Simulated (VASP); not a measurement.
OSZICAR of a VASP run on SrTiO$_{3}$ (cubic perovskite):

### OSZICAR
```
       N       E                     dE             d eps       ncg     rms          rms(c)
DAV:   1     0.457915410469E+03    0.45792E+03   -0.22034E+04   960   0.185E+03
DAV:   2    -0.157448477290E+01   -0.45949E+03   -0.45200E+03  1168   0.502E+02
DAV:   3    -0.484682211227E+02   -0.46894E+02   -0.46410E+02  1408   0.153E+02
DAV:   4    -0.505076870516E+02   -0.20395E+01   -0.20386E+01  1376   0.290E+01
DAV:   5    -0.505785843085E+02   -0.70897E-01   -0.70895E-01  1368   0.411E+00    0.258E+01
DAV:   6    -0.401932123661E+02    0.10385E+02   -0.68692E+01  1456   0.736E+01    0.154E+01
DAV:   7    -0.401977795042E+02   -0.45671E-02   -0.10260E+01  1232   0.246E+01    0.998E+00
DAV:   8    -0.401757782656E+02    0.22001E-01   -0.21413E+00  1216   0.152E+01    0.300E+00
DAV:   9    -0.401030993210E+02    0.72679E-01   -0.47479E-01  1184   0.640E+00    0.969E-01
DAV:  10    -0.401049500336E+02   -0.18507E-02   -0.10933E-01  1336   0.249E+00    0.796E-01
DAV:  11    -0.400982417341E+02    0.67083E-02   -0.70013E-02  1432   0.213E+00    0.241E-01
DAV:  12    -0.400976846542E+02    0.55708E-03   -0.32140E-03  1184   0.612E-01    0.115E-01
DAV:  13    -0.400975752410E+02    0.10941E-03   -0.76602E-04  1440   0.243E-01    0.435E-02
DAV:  14    -0.400975831643E+02   -0.79233E-05   -0.95481E-05  1304   0.676E-02    0.158E-02
DAV:  15    -0.400975817303E+02    0.14340E-05   -0.71015E-06  1456   0.261E-02    0.793E-03
DAV:  16    -0.400975813099E+02    0.42036E-06   -0.22355E-06  1304   0.142E-02    0.302E-03
DAV:  17    -0.400975812985E+02    0.11450E-07   -0.66978E-07  1288   0.987E-03
   1 F= -.40966508E+02 E0= -.40966508E+02  d E =-.492694E-22
```

Problem. Which electronic solver shows in the log?

Solution. It is blocked Davidson (ALGO = Normal, or the opening steps of other solvers). The INCAR had ALGO = Normal.

Problem. Can the final energy be trusted as converged?

Solution. Self-consistency was reached. It stopped with EDIFF = 1E-7, NELM = 100 (PBE GGA with D3 dispersion (zero damping), plane waves, VASP's PBE PAW potentials (set 64)).

The compound is SrTiO3 in the cubic perovskite structure, the ideal cubic form; the compound distorts at low or room temperature. This cell is one point of a volume scan, at 1.03 of the reference volume.
